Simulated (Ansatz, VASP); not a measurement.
# HfB2 in two plane-wave programs

One calculation is typed for both programs; each brings its own data sets. How far apart do they land? The cell is taken from a series of runs on this material, whose earlier steps may have relaxed, scaled, displaced or heated it; both programs get it as it stands.

Method: plane waves, with VASP 6.6.1 beside it; zone-centre phonons at PBEsol, in Ansatz 0.2.0.

## 1. The starting structure

The structure is hexagonal, space group P6/mmm (No. 191). The conventional cell has a = 3.190 Å, b = 3.190 Å, c = 3.409 Å, α = 90.00°, β = 90.00°, γ = 120.00°. Nearest to B lie 3 B at 1.84 Å and 6 Hf at 2.51 Å. Nearest to Hf lie 12 B at 2.51 Å. Farther neighbours are not listed.

Structure file:

```
B Hf
1.0
     3.18970    0.00000    0.00000
    -1.59485    2.76236    0.00000
     0.00000    0.00000    3.40892
B Hf
2 1
Direct
  0.33333 0.66667 0.50000
  0.66667 0.33333 0.50000
  0.00000 0.00000 0.00000
```

## 2. VASP: zone-centre phonons, PBEsol

Second derivatives magnify differences that forces hide, and they need a tight electronic threshold.

Lines of VASP's logs that name or quote its potential files are left out, and so is its time.

The input, INCAR:

```
SYSTEM = HfB2
PREC = Accurate
ENCUT = 500
EDIFF = 1E-08
NELM = 120
ISMEAR = 1
SIGMA = 0.2
LREAL = .FALSE.
ALGO = Normal
GGA = PS
NBANDS = 14
LASPH = .TRUE.
LORBIT = 11
LWAVE = .FALSE.
LCHARG = .FALSE.
ISIF = 2
IBRION = 8
GGA_COMPAT = .FALSE.
KPAR = 2
```

The input, POSCAR:

```
HfB2
1.0
    3.1896995547      0.0000000000      0.0000000000
   -1.5948497773      2.7623608448      0.0000000000
    0.0000000000      0.0000000000      3.4089240846
B Hf
2 1
Direct
    0.3333333333      0.6666666667      0.5000000000
    0.6666666667      0.3333333333      0.5000000000
    0.0000000000      0.0000000000      0.0000000000
```

The input, KPOINTS:

```
Automatic mesh
0
Gamma
15 15 12
0 0 0
```

The projector-augmented-wave data sets are B and Hf_pv (PBE family, release 64).

Run with:

```sh
$ mpirun -np 2 vasp_std
```

Numbers of over 12 decimals in the logs are rounded to 6 here.

Output:

```text
[banner, memory and clock lines left out]
running    2 mpi-ranks, on    1 nodes
 distrk:  each k-point on    1 cores,    2 groups
 distr:  one band on    1 cores,    1 groups

 POSCAR found type information on POSCAR B Hf
 POSCAR found :  2 types and       3 ions
|                                                                             |
|               ----> ADVICE to this user running VASP <----                  |
|                                                                             |
|     You enforced a specific xc type in the INCAR file but a different       |
|     [... a line on the potential file left out ...]
|     I HOPE YOU KNOW WHAT YOU ARE DOING!                                     |
|                                                                             |

 LDA part: xc-table for (Slater+PW92), standard interpolation
 POSCAR, INCAR and KPOINTS ok, starting setup
 FFT: planning ... GRIDC
 FFT: planning ... GRID_SOFT
 FFT: planning ... GRID
 WAVECAR not read
 entering main loop
       N       E                     dE             d eps       ncg     rms          rms(c)
DAV:   1     0.265942160366E+02    0.26594E+02   -0.79695E+03  5292   0.105E+03
DAV:   2    -0.283115729692E+02   -0.54906E+02   -0.51400E+02  6764   0.224E+02
DAV:   3    -0.298799864297E+02   -0.15684E+01   -0.15524E+01  7170   0.281E+01
DAV:   4    -0.298881239308E+02   -0.81375E-02   -0.81351E-02  6006   0.239E+00
DAV:   5    -0.298881847534E+02   -0.60823E-04   -0.60819E-04  7044   0.173E-01    0.538E+01
DAV:   6    -0.279360042392E+02    0.19522E+01   -0.31198E+00  6444   0.118E+01    0.385E+01
DAV:   7    -0.278938855582E+02    0.42119E-01   -0.11356E+00  6702   0.746E+00    0.101E+01
DAV:   8    -0.278251338599E+02    0.68752E-01   -0.32399E-01  6348   0.408E+00    0.154E+00
DAV:   9    -0.278213113453E+02    0.38225E-02   -0.23500E-02  6198   0.120E+00    0.328E-01
DAV:  10    -0.278211798119E+02    0.13153E-03   -0.76867E-04  6584   0.229E-01    0.256E-01
DAV:  11    -0.278211845613E+02   -0.47494E-05   -0.50944E-05  6600   0.541E-02    0.780E-02
DAV:  12    -0.278211826127E+02    0.19486E-05   -0.38951E-06  6372   0.154E-02    0.211E-02
DAV:  13    -0.278211827222E+02   -0.10952E-06   -0.17866E-07  6750   0.354E-03    0.171E-03
DAV:  14    -0.278211827305E+02   -0.82948E-08   -0.18913E-08  5714   0.110E-03
   1 F= -.27821183E+02 E0= -.27821154E+02  d E =-.864347E-04
 Linear response reoptimize wavefunctions to high precision
DAV:   1    -0.278211827517E+02   -0.21194E-07   -0.31107E-09  5602   0.464E-04
DAV:   2    -0.278211827517E+02   -0.25238E-10   -0.13847E-10  2910   0.986E-05
 Linear response DOF=           4
 Linear response progress:
  Degree of freedom:   1/  4
       N       E                     dE             d eps       ncg     rms          rms(c)
RMM:   1    -0.436955823054E-01   -0.43696E-01    0.27378E-02 53219   0.113E+00
RMM:   2    -0.426164695198E-01    0.10791E-02   -0.12400E-03 38483   0.201E-01    0.279E-01
RMM:   3    -0.425313607699E-01    0.85109E-04   -0.51583E-04 34370   0.113E-01    0.149E-01
RMM:   4    -0.430128536657E-01   -0.48149E-03   -0.48827E-04 34842   0.104E-01    0.193E-02
RMM:   5    -0.429729690826E-01    0.39885E-04   -0.17184E-05 38244   0.230E-02    0.624E-03
RMM:   6    -0.429700850339E-01    0.28840E-05   -0.82067E-07 40317   0.454E-03    0.173E-03
RMM:   7    -0.429651276894E-01    0.49573E-05   -0.11840E-07 40107   0.173E-03    0.783E-04
RMM:   8    -0.429662634944E-01   -0.11358E-05   -0.85531E-09 41915   0.403E-04    0.299E-04
RMM:   9    -0.429662280785E-01    0.35416E-07   -0.89739E-09 41931   0.107E-04    0.139E-04
RMM:  10    -0.429663522135E-01   -0.12414E-06   -0.26944E-09 39592   0.507E-05    0.229E-05
RMM:  11    -0.429663652514E-01   -0.13038E-07   -0.21457E-09 41475   0.140E-05    0.107E-05
RMM:  12    -0.429663663760E-01   -0.11246E-08    0.97654E-11 36521   0.446E-06    0.392E-06
 first order change of Fermi-energy   0.15281E-04
 force on displaced ion       1 direction 1 : -14.323  -0.001   0.000
 Linear response progress:
  Degree of freedom:   2/  4
       N       E                     dE             d eps       ncg     rms          rms(c)
RMM:   1    -0.442509359431E-01   -0.44251E-01    0.39791E-02 18345   0.125E+00
RMM:   2    -0.442563054640E-01   -0.53695E-05   -0.10378E-03 13763   0.188E-01    0.408E-01
RMM:   3    -0.441972391189E-01    0.59066E-04   -0.61089E-04 12288   0.126E-01    0.199E-01
RMM:   4    -0.446250561198E-01   -0.42782E-03   -0.35720E-04 13495   0.879E-02    0.269E-02
RMM:   5    -0.446454157662E-01   -0.20360E-04   -0.18801E-05 13712   0.264E-02    0.789E-03
RMM:   6    -0.446441717247E-01    0.12440E-05   -0.11280E-06 13921   0.593E-03    0.191E-03
RMM:   7    -0.446319582245E-01    0.12214E-04   -0.16542E-07 13141   0.219E-03    0.381E-04
RMM:   8    -0.446322390738E-01   -0.28085E-06   -0.89565E-09 14663   0.447E-04    0.125E-04
RMM:   9    -0.446320813316E-01    0.15774E-06    0.20978E-09 14874   0.119E-04    0.679E-05
RMM:  10    -0.446321798331E-01   -0.98501E-07    0.19824E-09 14808   0.400E-05    0.421E-05
RMM:  11    -0.446320978388E-01    0.81994E-07    0.10138E-09 13427   0.299E-05    0.809E-06
RMM:  12    -0.446321049570E-01   -0.71183E-08    0.22629E-09 14900   0.651E-06    0.286E-06
 first order change of Fermi-energy  -0.72126E-04
 force on displaced ion       1 direction 3 :  -0.000   0.000  -9.611
 Linear response progress:
  Degree of freedom:   3/  4
       N       E                     dE             d eps       ncg     rms          rms(c)
RMM:   1    -0.207222550081E+00   -0.20722E+00    0.46307E+00 13836   0.125E+01
RMM:   2    -0.206519549840E+00    0.70300E-03   -0.33381E-02 19255   0.126E+00    0.506E-01
RMM:   3    -0.205902000504E+00    0.61755E-03   -0.11418E-03 25453   0.169E-01    0.234E-01
RMM:   4    -0.205435333483E+00    0.46667E-03   -0.79828E-05 26437   0.546E-02    0.142E-01
RMM:   5    -0.204999463527E+00    0.43587E-03   -0.26475E-05 26489   0.368E-02    0.119E-02
RMM:   6    -0.204986593026E+00    0.12871E-04   -0.22077E-06 26073   0.101E-02    0.418E-03
RMM:   7    -0.204999918288E+00   -0.13325E-04    0.30131E-07 28031   0.252E-03    0.395E-03
RMM:   8    -0.204998867474E+00    0.10508E-05    0.91378E-07 26742   0.639E-04    0.503E-04
RMM:   9    -0.204998486073E+00    0.38140E-06    0.17228E-07 28504   0.261E-04    0.338E-04
RMM:  10    -0.204998731313E+00   -0.24524E-06   -0.28474E-08 27764   0.878E-05    0.148E-05
RMM:  11    -0.204998727566E+00    0.37463E-08   -0.88378E-09 28613   0.356E-05    0.220E-05
 first order change of Fermi-energy   0.64296E-04
 force on displaced ion       3 direction 1 : -13.888   0.000   0.000
 Linear response progress:
  Degree of freedom:   4/  4
       N       E                     dE             d eps       ncg     rms          rms(c)
RMM:   1    -0.225044356913E+00   -0.22504E+00    0.45442E+00  6040   0.127E+01
RMM:   2    -0.224284372771E+00    0.75998E-03   -0.37931E-02  8152   0.132E+00    0.781E-01
RMM:   3    -0.223807104565E+00    0.47727E-03   -0.20716E-03 10703   0.204E-01    0.392E-01
RMM:   4    -0.223379184928E+00    0.42792E-03   -0.19353E-04 10179   0.731E-02    0.162E-01
RMM:   5    -0.223127258377E+00    0.25193E-03   -0.26897E-05 10665   0.327E-02    0.243E-02
RMM:   6    -0.223065397869E+00    0.61861E-04   -0.25827E-06 10747   0.999E-03    0.469E-03
RMM:   7    -0.223078339342E+00   -0.12941E-04    0.12732E-05 11582   0.299E-03    0.454E-03
RMM:   8    -0.223076129071E+00    0.22103E-05    0.24697E-05 11587   0.873E-04    0.869E-04
RMM:   9    -0.223075141792E+00    0.98728E-06    0.16392E-05 11417   0.354E-04    0.111E-04
RMM:  10    -0.223074979595E+00    0.16220E-06    0.79258E-06 12254   0.134E-04    0.896E-05
RMM:  11    -0.223074930534E+00    0.49060E-07    0.36467E-06 11899   0.562E-05    0.481E-05
RMM:  12    -0.223074939134E+00   -0.85995E-08    0.17821E-06 11585   0.310E-05    0.129E-05
RMM:  13    -0.223074914481E+00    0.24653E-07    0.88932E-07 10934   0.165E-05    0.121E-05
RMM:  14    -0.223074914751E+00   -0.26986E-09    0.44351E-07  7730   0.946E-06    0.324E-06
RMM:  15    -0.223074906535E+00    0.82157E-08    0.22104E-07  7956   0.666E-06    0.881E-07
RMM:  16    -0.223074903947E+00    0.25888E-08    0.11367E-07  6871   0.481E-06    0.908E-07
RMM:  17    -0.223074902933E+00    0.10136E-08    0.57636E-08  6275   0.388E-06    0.521E-07
 first order change of Fermi-energy   0.39576E-03
 force on displaced ion       3 direction 3 :   0.000   0.000 -15.452
 Linear response finished
```

From OUTCAR (step 2):

```text
ion  position               nearest neighbor table
   1  0.333  0.667  0.500-   2 1.84   2 1.84   2 1.84   3 2.51   3 2.51   3 2.51   3 2.51   3 2.51
                             3 2.51
   2  0.667  0.333  0.500-   1 1.84   1 1.84   1 1.84   3 2.51   3 2.51   3 2.51   3 2.51   3 2.51
                             3 2.51
   3  0.000  0.000  0.000-   1 2.51   2 2.51   1 2.51   2 2.51   1 2.51   1 2.51   2 2.51   2 2.51
                             2 2.51   2 2.51   1 2.51   1 2.51

  LATTYP: Found a hexagonal cell.
 ALAT       =     3.1896995547
 C/A-ratio  =     1.0687288963

 Subroutine GETGRP returns: Found 24 space group operations
 (whereof 24 operations were pure point group operations)

The static configuration has the point symmetry D_6h.

 Found    189 irreducible k-points:

   k-points           NKPTS =    189   k-points in BZ     NKDIM =    189   number of bands    NBANDS=     14

   dimension x,y,z NGX =    24 NGY =   24 NGZ =   28
   dimension x,y,z NGXF=    48 NGYF=   48 NGZF=   56

   ENCUT  =  500.0 eV  36.75 Ry    6.06 a.u.   5.82  5.82  6.22*2*pi/ulx,y,z

   NELECT =      16.0000    total number of electrons

 k-points in reciprocal lattice and weights: Automatic mesh
   0.00000000  0.00000000  0.00000000       0.000
   0.06666667 -0.00000000  0.00000000       0.002
   0.13333333 -0.00000000  0.00000000       0.002
   0.20000000 -0.00000000  0.00000000       0.002
   0.26666667 -0.00000000  0.00000000       0.002
   0.33333333 -0.00000000  0.00000000       0.002
   0.40000000 -0.00000000  0.00000000       0.002
   0.46666667 -0.00000000  0.00000000       0.002
   0.06666667  0.06666667  0.00000000       0.002
[...]
0.33333333  0.26666667  0.50000000       0.004
   0.33333333  0.33333333  0.50000000       0.001

 average (electrostatic) potential at core
       1 -25.3988       2 -25.3988       3 -34.2213

  Total       -2.1613534     -2.1613534      0.0229177     -0.0000000      0.0000000      0.0000000
  in kB     -115.2892605   -115.2892605      1.2224600     -0.0000000      0.0000000      0.0000000
  external PRESSURE =     -76.4520203 kB  Pullay stress =       0.0000000 kB

  energy-cutoff  :      500.00
  volume of cell :       30.04
      direct lattice vectors                 reciprocal lattice vectors
     3.189699555  0.000000000  0.000000000     0.313509151  0.181004593  0.000000000
    -1.594849777  2.762360845  0.000000000     0.000000000  0.362009186  0.000000000
     0.000000000  0.000000000  3.408924085     0.000000000  0.000000000  0.293347688

 POSITION                                       TOTAL-FORCE (eV/Angst)
 -----------------------------------------------------------------------------------
     -0.00000      1.84157      1.70446        -0.000000     -0.000000      0.000000
      1.59485      0.92079      1.70446        -0.000000      0.000000     -0.000000
      0.00000      0.00000      0.00000         0.000000      0.000000     -0.000000
 -----------------------------------------------------------------------------------
    total drift:                               -0.000000      0.000000      0.000000

 Eigenvectors and eigenvalues of the dynamical matrix
 ----------------------------------------------------

   1 f  =   22.150771 THz   139.177399 2PiTHz  738.870191 cm-1    91.608187 meV
             X         Y         Z           dx          dy          dz
     -0.000000  1.841574  1.704462    -0.547313   -0.447715    0.000000
      1.594850  0.920787  1.704462     0.547313    0.447715   -0.000000
      0.000000  0.000000  0.000000    -0.000000    0.000000    0.000000

   2 f  =   22.150771 THz   139.177399 2PiTHz  738.870191 cm-1    91.608187 meV
             X         Y         Z           dx          dy          dz
     -0.000000  1.841574  1.704462     0.447715   -0.547313    0.000000
      1.594850  0.920787  1.704462    -0.447715    0.547313   -0.000000
      0.000000  0.000000  0.000000    -0.000000    0.000000    0.000000

   3 f  =   16.123462 THz   101.306702 2PiTHz  537.820814 cm-1    66.681253 meV
             X         Y         Z           dx          dy          dz
     -0.000000  1.841574  1.704462     0.000000    0.000000   -0.707107
      1.594850  0.920787  1.704462     0.000000   -0.000000    0.707107
      0.000000  0.000000  0.000000     0.000000    0.000000    0.000000

   4 f  =   13.990354 THz    87.903989 2PiTHz  466.667990 cm-1    57.859431 meV
             X         Y         Z           dx          dy          dz
     -0.000000  1.841574  1.704462     0.000000    0.000000    0.667795
      1.594850  0.920787  1.704462     0.000000    0.000000    0.667795
      0.000000  0.000000  0.000000     0.000000   -0.000000   -0.328786

   5 f  =   13.265372 THz    83.348790 2PiTHz  442.485180 cm-1    54.861146 meV
             X         Y         Z           dx          dy          dz
     -0.000000  1.841574  1.704462    -0.516900   -0.422828    0.000000
      1.594850  0.920787  1.704462    -0.516900   -0.422828    0.000000
      0.000000  0.000000  0.000000     0.254444    0.208137   -0.000000

   6 f  =   13.265372 THz    83.348790 2PiTHz  442.485180 cm-1    54.861146 meV
             X         Y         Z           dx          dy          dz
     -0.000000  1.841574  1.704462    -0.422828    0.516900   -0.000000
      1.594850  0.920787  1.704462    -0.422828    0.516900   -0.000000
      0.000000  0.000000  0.000000     0.208137   -0.254444    0.000000

   7 f/i=    0.000276 THz     0.001736 2PiTHz    0.009214 cm-1     0.001142 meV
             X         Y         Z           dx          dy          dz
     -0.000000  1.841574  1.704462    -0.015005   -0.231961    0.000000
      1.594850  0.920787  1.704462    -0.015005   -0.231961    0.000000
      0.000000  0.000000  0.000000    -0.060963   -0.942455    0.000000

   8 f/i=    0.000276 THz     0.001736 2PiTHz    0.009214 cm-1     0.001142 meV
             X         Y         Z           dx          dy          dz
     -0.000000  1.841574  1.704462     0.231961   -0.015005    0.000000
      1.594850  0.920787  1.704462     0.231961   -0.015005    0.000000
      0.000000  0.000000  0.000000     0.942455   -0.060963    0.000000

   9 f/i=    0.001142 THz     0.007178 2PiTHz    0.038109 cm-1     0.004725 meV
             X         Y         Z           dx          dy          dz
     -0.000000  1.841574  1.704462    -0.000000    0.000000    0.232487
      1.594850  0.920787  1.704462    -0.000000    0.000000    0.232487
      0.000000  0.000000  0.000000    -0.000000    0.000000    0.944404

 ELASTIC MODULI CONTR FROM IONIC RELAXATION (kBar)
 Direction    XX          YY          ZZ          XY          YZ          ZX
 --------------------------------------------------------------------------------
 XX         -25.7162     25.7162      0.0000     -0.0000      0.0000      0.0000
 YY          25.7162    -25.7162      0.0000     -0.0000      0.0000     -0.0000
 ZZ           0.0000      0.0000     -0.0000      0.0000      0.0000      0.0000
 XY          -0.0000     -0.0000      0.0000    -25.7162      0.0000     -0.0000
 YZ           0.0000      0.0000      0.0000      0.0000      0.0000      0.0000
 ZX           0.0000     -0.0000      0.0000     -0.0000      0.0000     -0.0000
 --------------------------------------------------------------------------------
```

Harder data sets than Hf_pv exist (the GW ones), and pressures, volumes and forces can shift noticeably with them.

(Part 1 of 2 ends here.)

[Lines on the potential files, build, host, timing and source positions are cut from VASP's logs without a mark.]

[Logs are printed without paths, hosts, clocks, repeated set-up lines and the standing remarks that a program may print on its own settings, such as how far it seeks lower states.]

[Hosts, paths, dates, database ids (printed as entryN), source tags and the programs' standing remarks are cut or masked in the printed files.]
